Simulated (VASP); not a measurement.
Data:

```xyz
4
Lattice="3.7167 0.0000 0.0000 -1.8583 3.2187 0.0000 0.0000 0.0000 11.8885" Properties=species:S:1:pos:R:3 pbc="T T T"
Nd     0.0000     0.0000     0.0000
Nd     0.0000     0.0000     5.9443
Nd     0.0000     2.1458     2.9721
Nd     1.8583     1.0729     8.9164
```

All values below come from r2SCAN meta-GGA, VASP's PBE PAW potentials (set 64) (plane waves; VASP). Numerical set-up: 400 eV cut-off, 11×11×3 Γ-centred mesh, tetrahedra with Blöchl corrections, potentials Nd_3.

The 4f electrons are frozen in the core of the lanthanide potential, so 4f levels, which can set the real gap, and their magnetism are missing.

Problem. Give the energies of bands 17 to 25 at the high-symmetry points, in eV from the Fermi level.

Solution. 
```
band      Γ      M      K      A      L      H
----  -----  -----  -----  -----  -----  -----
17    -4.10  -2.06  -0.87  -3.64  -1.76  -1.01
18    -2.62  -2.03  -0.87  -3.64  -1.76  -1.01
19    -2.60  -1.63  -0.56  -2.03  -1.64  -0.46
20    -2.01  -1.16  -0.54  -2.03  -1.64  -0.46
21     0.75  -0.67  -0.54   1.26  -1.05  -0.32
22     0.82  -0.48  -0.37   1.26  -1.05  -0.32
23     1.39  -0.27  -0.21   1.35   0.74  -0.25
24     1.39   0.66  -0.21   1.35   0.74  -0.25
25     1.46   0.89   0.81   1.53   1.59   0.89
```

It has no gap at this level: it comes out as a metal or semimetal.

The structure was generated: Nd was put into the dhcp type (P6_3/mmc), which need not be its known phase. It was relaxed first.
